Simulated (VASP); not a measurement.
Level of theory: r2SCAN meta-GGA, VASP's PBE PAW potentials (set 64) (plane waves; VASP 6.6.1).

Input for VASP

**KPOINTS**
```
Automatic mesh
0
Gamma
10 10 10
```

File POSCAR:
```
LiF
1
    0.0000000000     1.9896748128     1.9299845684
    1.9299845684     0.0000000000     1.9299845684
    1.9299845684     1.9896748128     0.0000000000
Li F
1 1
Direct
  0.0000000000   0.0000000000   0.0000000000
  0.5000000000   0.5000000000   0.5000000000
```

**INCAR**
```
ALGO=Normal
EDIFF=1E-7
ENCUT=600
ISIF=2
ISMEAR=0
LASPH=T
LCHARG=F
LMIXTAU=T
LREAL=F
LWAVE=F
METAGGA=R2SCAN
NELM=100
PREC=Accurate
SIGMA=0.05
SYSTEM=LiF
```

POTCAR, in this order: Li_sv F (PBE.64 set). Program: vasp_std.

What VASP printed:

**OUTCAR**
```
 ion  position               nearest neighbor table
   1  0.000  0.000  0.000-   2 1.93   2 1.93   2 1.93   2 1.93   2 1.99   2 1.99
   2  0.500  0.500  0.500-   1 1.93   1 1.93   1 1.93   1 1.93   1 1.99   1 1.99
  LATTYP: Found a body centered tetragonal cell.
 ALAT       =     2.7294103518
 C/A-ratio  =     1.4579521262
 Subroutine PRICEL returns:
 Original cell was already a primitive cell.
 Subroutine GETGRP returns: Found 16 space group operations
The static configuration has the point symmetry D_4h.
The dynamic configuration has the point symmetry D_4h.
 Subroutine INISYM returns: Found 16 space group operations
 Subroutine IBZKPT returns following result:
 Found    102 irreducible k-points:

 Following reciprocal coordinates:
            Coordinates               Weight
  0.000000  0.000000  0.000000      1.000000
  0.100000  0.000000  0.000000      8.000000
  0.200000  0.000000  0.000000      8.000000
  0.300000  0.000000  0.000000      8.000000
  0.400000  0.000000  0.000000      8.000000
  0.500000  0.000000  0.000000      4.000000
  0.100000  0.100000  0.000000      4.000000
  0.200000  0.100000  0.000000     16.000000
...
```

### OSZICAR
```
       N       E                     dE             d eps       ncg     rms          rms(c)
DAV:   1     0.320446696408E+02    0.32045E+02   -0.64602E+03  1908   0.130E+03
DAV:   2    -0.138183223039E+02   -0.45863E+02   -0.44991E+02  2005   0.232E+02
DAV:   3    -0.149455316996E+02   -0.11272E+01   -0.11254E+01  2542   0.350E+01
DAV:   4    -0.149567254511E+02   -0.11194E-01   -0.11157E-01  2453   0.327E+00
DAV:   5    -0.149569244517E+02   -0.19900E-03   -0.19893E-03  2474   0.222E-01    0.390E+00
DAV:   6    -0.118496722530E+02    0.31073E+01   -0.43825E-01  2355   0.725E+00    0.196E+00
DAV:   7    -0.131699624795E+02   -0.13203E+01   -0.36630E+00  2116   0.171E+01    0.311E+00
DAV:   8    -0.119856664167E+02    0.11843E+01   -0.54660E-01  1857   0.717E+00    0.139E+00
DAV:   9    -0.117584639605E+02    0.22720E+00   -0.50233E-01  1843   0.749E+00    0.102E+00
DAV:  10    -0.118790454558E+02   -0.12058E+00   -0.20818E-01  1836   0.543E+00    0.744E-02
DAV:  11    -0.118844614494E+02   -0.54160E-02   -0.38137E-03  1862   0.104E+00    0.714E-02
DAV:  12    -0.118843254445E+02    0.13600E-03   -0.28058E-03  1964   0.620E-01    0.978E-02
DAV:  13    -0.118845622664E+02   -0.23682E-03   -0.12154E-03  1851   0.444E-01    0.125E-02
DAV:  14    -0.118847602980E+02   -0.19803E-03   -0.79445E-05  1859   0.147E-01    0.222E-03
DAV:  15    -0.118847600354E+02    0.26256E-06   -0.96839E-07  2634   0.141E-02    0.218E-03
DAV:  16    -0.118847627213E+02   -0.26859E-05   -0.45285E-07  1960   0.896E-03    0.197E-04
DAV:  17    -0.118847618664E+02    0.85490E-06   -0.12591E-07  1941   0.575E-03    0.182E-04
DAV:  18    -0.118847624454E+02   -0.57895E-06   -0.60791E-09  1072   0.124E-03    0.987E-05
DAV:  19    -0.118847622041E+02    0.24129E-06   -0.10737E-09   987   0.500E-04    0.213E-05
DAV:  20    -0.118847622738E+02   -0.69713E-07   -0.25261E-10   997   0.235E-04
   1 F= -.11884762E+02 E0= -.11884762E+02  d E =-.409800E-28
```

File OUTCAR:
```
------------------------ aborting loop because EDIFF is reached ----------------------------------------
  FORCE on cell =-STRESS in cart. coord.  units (eV):
  Direction    XX          YY          ZZ          XY          YZ          ZX
  --------------------------------------------------------------------------------------
  Total        0.6442844      0.2640123      0.6442844      0.0000000      0.0000000      0.0000000
  in kB       69.6415546     28.5374404     69.6415546      0.0000000      0.0000000      0.0000000
  external PRESSURE =      55.9401832 kB  Pullay stress =       0.0000000 kB
  volume of cell :       14.82
      direct lattice vectors                 reciprocal lattice vectors
     0.000000000  1.989674813  1.929984568    -0.259069429  0.251297346  0.259069429
     1.929984568  0.000000000  1.929984568     0.259069429 -0.251297346  0.259069429
     1.929984568  1.989674813  0.000000000     0.259069429  0.251297346 -0.259069429
  FREE ENERGIE OF THE ION-ELECTRON SYSTEM (eV)
  ---------------------------------------------------
  free  energy   TOTEN  =       -11.8847622738 eV

  energy  without entropy=      -11.8847622738  energy(sigma->0) =      -11.88476227
```
(Selected blocks of OUTCAR.)

OUTCAR:
```
 val. band max:       -0.9795673587   @ k =   0.0000   0.0000   0.0000

 cond. band min:      10.2229528297   @ k =   0.0000   0.0000   0.0000


 Fermi energy:        -0.6091330953

 k-point     1 :       0.0000    0.0000    0.0000
  band No.  band energies     occupation
      1     -42.9028      2.00000
      2     -22.3986      2.00000
      3      -1.0498      2.00000
      4      -1.0498      2.00000
      5      -0.9796      2.00000
      6      10.2230      0.00000
      7      25.2877      0.00000
      8      25.5566      0.00000
      9      25.5567      0.00000

 k-point     2 :       0.1000    0.0000    0.0000
  band No.  band energies     occupation
      1     -42.8944      2.00000
      2     -22.3561      2.00000
      3      -1.3385      2.00000
      4      -1.0711      2.00000
      5      -1.0335      2.00000
      6      10.5009      0.00000
      7      22.5746      0.00000
      8      24.2359      0.00000
      9      24.7513      0.00000

 k-point     3 :       0.2000    0.0000    0.0000
  band No.  band energies     occupation
      1     -42.8724      2.00000
      2     -22.2415      2.00000
      3      -2.0895      2.00000
      4      -1.1268      2.00000
      5      -1.1235      2.00000
      6      11.0858      0.00000
      7      19.9848      0.00000
      8      22.5714      0.00000
      9      23.1970      0.00000

 k-point     4 :       0.3000    0.0000    0.0000
  band No.  band energies     occupation
      1     -42.8454      2.00000
      2     -22.0935      2.00000
      3      -2.9391      2.00000
      4      -1.2288      2.00000
      5      -1.1934      2.00000
      6      11.4673      0.00000
      7      18.6248      0.00000
      8      21.1592      0.00000
      9      21.7940      0.00000

 k-point     5 :       0.4000    0.0000    0.0000
  band No.  band energies     occupation
      1     -42.8235      2.00000
      2     -21.9680      2.00000
      3      -3.5798      2.00000
...
```

The compound is LiF in the rock salt structure. This cell was strained or had an atom moved on purpose.
